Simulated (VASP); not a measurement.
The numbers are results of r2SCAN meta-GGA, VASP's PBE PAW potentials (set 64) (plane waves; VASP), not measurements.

VASP input:

**POSCAR**
```
Tl
1
    3.5426836811     0.0000000000     0.0000000000
   -1.7713418406     3.0680541758     0.0000000000
    0.0000000000     0.0000000000     5.5571291924
Tl
2
Direct
  0.6666670000   0.3333330000   0.7500000000
  0.3333330000   0.6666670000   0.2500000000
```

**KPOINTS**
```
Automatic mesh
0
gamma
 13 13 8
```

### INCAR
```
NELM = 100   # most electronic steps
LMAXMIX = 4   # l cut-off of mixed one-centre charges
LWAVE = F
SIGMA = 0.1   # width (eV)
NSW = 20   # most ionic steps
IBRION = 2
EDIFFG = -0.03   # ionic stop
ISIF = 2   # forces and stress, cell fixed
LCHARG = F
SYSTEM = Tl
PREC = Normal
LREAL = F   # projection in real space or not
ENCUT = 400   # plane-wave cut-off (eV)
EDIFF = 1E-5
NELMIN = 4
METAGGA = R2SCAN
ALGO = Normal
LMIXTAU = T
LASPH = T   # aspherical one-centre terms
ISMEAR = 1
```

POTCAR, in this order: Tl_d (PBE.64 set). Program: vasp_std.

The resulting files:

OUTCAR:
```
 ion  position               nearest neighbor table
   1  0.667  0.333  0.750-   2 3.45   2 3.45   2 3.45   2 3.45   2 3.45   2 3.45
   2  0.333  0.667  0.250-   1 3.45   1 3.45   1 3.45   1 3.45   1 3.45   1 3.45
  LATTYP: Found a hexagonal cell.
 ALAT       =     3.5426836811
 C/A-ratio  =     1.5686213314
 Subroutine PRICEL returns:
 Original cell was already a primitive cell.
 Subroutine GETGRP returns: Found 24 space group operations
The static configuration has the point symmetry D_3d.
 The point group associated with its full space group is D_6h.
The dynamic configuration has the point symmetry D_3d.
 Subroutine INISYM returns: Found 24 space group operations
 Subroutine IBZKPT returns following result:
 Found    105 irreducible k-points:

 Following reciprocal coordinates:
            Coordinates               Weight
  0.000000  0.000000  0.000000      1.000000
  0.076923  0.000000  0.000000      6.000000
  0.153846  0.000000  0.000000      6.000000
  0.230769 -0.000000  0.000000      6.000000
  0.307692  0.000000  0.000000      6.000000
  0.384615  0.000000  0.000000      6.000000
  0.461538  0.000000  0.000000      6.000000
...
```

### OSZICAR
```
       N       E                     dE             d eps       ncg     rms          rms(c)
DAV:   1     0.285143975450E+00    0.28514E+00   -0.12914E+04  3658   0.120E+03
DAV:   2    -0.112170712260E+03   -0.11246E+03   -0.11122E+03  3839   0.263E+02
DAV:   3    -0.113908157961E+03   -0.17374E+01   -0.17284E+01  4279   0.301E+01
DAV:   4    -0.113919488033E+03   -0.11330E-01   -0.11328E-01  3942   0.249E+00
DAV:   5    -0.113919648896E+03   -0.16086E-03   -0.16086E-03  4191   0.296E-01    0.252E+00
DAV:   6    -0.108330801701E+03    0.55888E+01   -0.23316E+00  3596   0.160E+01    0.337E+00
DAV:   7    -0.106740067578E+03    0.15907E+01   -0.17363E-01  3622   0.490E+00    0.287E+00
DAV:   8    -0.108650441004E+03   -0.19104E+01   -0.52765E-01  3584   0.692E+00    0.176E+00
DAV:   9    -0.106335568923E+03    0.23149E+01   -0.23129E-01  3581   0.443E+00    0.729E-01
DAV:  10    -0.106332103367E+03    0.34656E-02   -0.17121E-03  3802   0.263E-01    0.752E-01
DAV:  11    -0.106334642649E+03   -0.25393E-02   -0.21460E-03  3647   0.275E-01    0.716E-01
DAV:  12    -0.106289857262E+03    0.44785E-01   -0.26142E-02  3658   0.102E+00    0.414E-01
DAV:  13    -0.106325364386E+03   -0.35507E-01   -0.99367E-03  3619   0.701E-01    0.337E-01
DAV:  14    -0.106339188651E+03   -0.13824E-01   -0.23857E-03  3614   0.353E-01    0.145E-01
DAV:  15    -0.106347954247E+03   -0.87656E-02   -0.83706E-03  3666   0.724E-01    0.141E-01
DAV:  16    -0.106348089480E+03   -0.13523E-03   -0.83589E-05  3556   0.680E-02    0.120E-01
DAV:  17    -0.106348218142E+03   -0.12866E-03   -0.27700E-05  2842   0.544E-02    0.114E-01
DAV:  18    -0.106348598590E+03   -0.38045E-03   -0.12503E-04  3678   0.874E-02    0.101E-01
DAV:  19    -0.106348723061E+03   -0.12447E-03   -0.35632E-05  2829   0.524E-02    0.761E-02
DAV:  20    -0.106348796572E+03   -0.73510E-04   -0.83031E-05  3638   0.731E-02    0.317E-02
DAV:  21    -0.106348813939E+03   -0.17367E-04   -0.11618E-05  2774   0.261E-02    0.209E-02
DAV:  22    -0.106348833478E+03   -0.19540E-04   -0.48770E-06  1811   0.167E-02    0.174E-02
DAV:  23    -0.106348857810E+03   -0.24332E-04   -0.13463E-05  2413   0.291E-02    0.957E-03
DAV:  24    -0.106348852795E+03    0.50152E-05   -0.30074E-06  1800   0.174E-02
   1 F= -.10634885E+03 E0= -.10634892E+03  d E =-.106349E+03
```

### OUTCAR
```
------------------------ aborting loop because EDIFF is reached ----------------------------------------
  FORCE on cell =-STRESS in cart. coord.  units (eV):
  Direction    XX          YY          ZZ          XY          YZ          ZX
  --------------------------------------------------------------------------------------
  Total       -0.0808355     -0.0808355     -0.0004030      0.0000000      0.0000000      0.0000000
  in kB       -2.1442065     -2.1442067     -0.0106909      0.0000000      0.0000000      0.0000000
  external PRESSURE =      -1.4330347 kB  Pullay stress =       0.0000000 kB
  volume of cell :       60.40
      direct lattice vectors                 reciprocal lattice vectors
     3.542683681  0.000000000  0.000000000     0.282271885  0.162969743  0.000000000
    -1.771341841  3.068054176  0.000000000     0.000000000  0.325939486  0.000000000
     0.000000000  0.000000000  5.557129192     0.000000000  0.000000000  0.179949029
 POSITION                                       TOTAL-FORCE (eV/Angst)
 -----------------------------------------------------------------------------------
      1.77134      1.02268      4.16785        -0.000000      0.000000      0.000000
     -0.00000      2.04537      1.38928         0.000000      0.000000      0.000000
 -----------------------------------------------------------------------------------
    total drift:                                0.000147     -0.000085      0.000289
  FREE ENERGIE OF THE ION-ELECTRON SYSTEM (eV)
  ---------------------------------------------------
  free  energy   TOTEN  =      -106.3488527949 eV

  energy  without entropy=     -106.3490691996  energy(sigma->0) =     -106.34892493

 reached required accuracy - stopping structural energy minimisation
```
(Selected blocks of OUTCAR.)

The compound is Tl in the hcp structure. It was relaxed first, which changed the volume by +6 %.
